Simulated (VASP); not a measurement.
Calculation: PBE GGA, VASP's PBE PAW potentials (set 64) (plane waves; VASP).

VASP ran on this input.

KPOINTS:
```
Automatic mesh
0
gamma
  6 6 6
```

**POSCAR**
```
CsCl
1
    4.2090623178     0.0000000000    -0.0000000000
    0.0000000000     4.2090623178     0.0000000000
    0.0000000000     0.0000000000     4.2090623178
Cs Cl
1 1
Direct
  0.0000000000   0.0000000000   0.0000000000
  0.5000000000   0.5000000000   0.5000000000
```

**INCAR**
```
# general
SYSTEM  = CsCl
PREC    = Accurate
ENCUT   = 480
LREAL   = .FALSE.
LASPH   = .TRUE.

# electronic loop
EDIFF   = 1E-6
NELM    = 100
ALGO    = Normal
LMAXMIX = 4

# smearing
ISMEAR  = 0
SIGMA   = 0.05

# functional
GGA     = PE

# ions
IBRION  = 2
NSW     = 60
ISIF    = 3
EDIFFG  = -0.01

# output
LWAVE   = .FALSE.
LCHARG  = .FALSE.
```

POTCAR, in this order: Cs_sv Cl (PBE.64 set). Program: vasp_std.

Problem. What will the output report for the number of irreducible k-points (NKPTS), largest plane-wave count, number of space-group operations, FFT grid (NGX, NGY, NGZ)?

Solution. 
number of irreducible k-points (NKPTS): 20
largest plane-wave count: 1800
number of space-group operations: 48
FFT grid (NGX, NGY, NGZ): 30 × 30 × 30

The compound is CsCl in the CsCl type structure. It was relaxed first, which changed the volume by +7 %. The start is the result of an earlier pass.
